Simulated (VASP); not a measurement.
# CrAl (relaxed from the zinc blende structure, space group F-43m): computed properties

Computed with PBE GGA, VASP's PBE PAW potentials (set 64) (plane waves; VASP).

space group: F-43m (216)
cell: a = 5.9564 Å, b = 5.9564 Å, c = 5.9564 Å, α = 90.00°, β = 90.00°, γ = 90.00°
volume per atom: 26.42 Å³/atom
band gap (over mesh and band path): none (metal, semimetal or under 0.01 eV)
cell moment: 4.22 μB
density: 2.48 g/cm³

```
CELL_PARAMETERS angstrom
      0.00000     2.97822     2.97822
      2.97822     0.00000     2.97822
      2.97822     2.97822     0.00000
ATOMIC_POSITIONS crystal
  Cr 0.00000 0.00000 0.00000
  Al 0.25000 0.25000 0.25000
```
Starting moments (μB, in the order of the record's atoms Cr Al): 3.7 0.0.

The moments were started parallel, and other spin orders were not tried in this run.

The structure was generated: CrAl was put into the zinc blende type (F-43m), which need not be its known phase. It was relaxed first. Symmetry was kept, so distortions that lower it aren't found.
